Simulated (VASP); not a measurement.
**Ru: single point with LDA**

The system is Ru.

```
Ru
1.0
     2.67454    0.00000    0.00000
    -1.33727    2.31622    0.00000
     0.00000    0.00000    4.23509
Ru
2
Direct
  0.33333 0.66667 0.25000
  0.66667 0.33333 0.75000
```

```
Program                : VASP 6.6.1
Task                   : single point
Functional             : LDA
Potentials or basis    : VASP PAW LDA potentials, release 64 (Ru_pv)
Cutoff                 : 520 eV
k mesh                 : 15 × 15 × 13
Occupations            : methfessel-paxton, width 0.1 eV
Spin                   : no spin polarisation
Further INCAR settings : ALGO = Fast; EDIFF = 1e-06
```

```json
{
  "Pressure": "-0.2 GPa",
  "Band gap on the k mesh": "none (metal or under the smearing width)"
}
```

Stress tensor (GPa, compression positive):
```
-0.15  0.00  0.00
 0.00 -0.15  0.00
 0.00  0.00 -0.30
```

Levels at points of the mesh, in eV from the Fermi level:
```tsv
k point	band 10	band 11	band 12	band 13	band 14	band 15	band 16	band 17	band 18
(0.00, 0.00, 0.00)	-2.73	-2.55	-2.01	-2.01	-1.44	-1.44	1.28	1.28	1.35
```

Core levels (eV, on the scale of the bands):
```csv
atom,levels
1 Ru,"1s -21796.8, 2s -3124.0, 2p -2801.0, 3s -536.1, 3p -429.5, 3d -256.8, 4s -59.3"
2 Ru,"1s -21796.8, 2s -3124.0, 2p -2801.0, 3s -536.1, 3p -429.5, 3d -256.8, 4s -59.3"
```

Run time: 39 s on 1 thread of Intel(R) Xeon(R) Platinum 8488C (Sapphire Rapids), with other jobs on the host, peak memory 0.18 GiB.
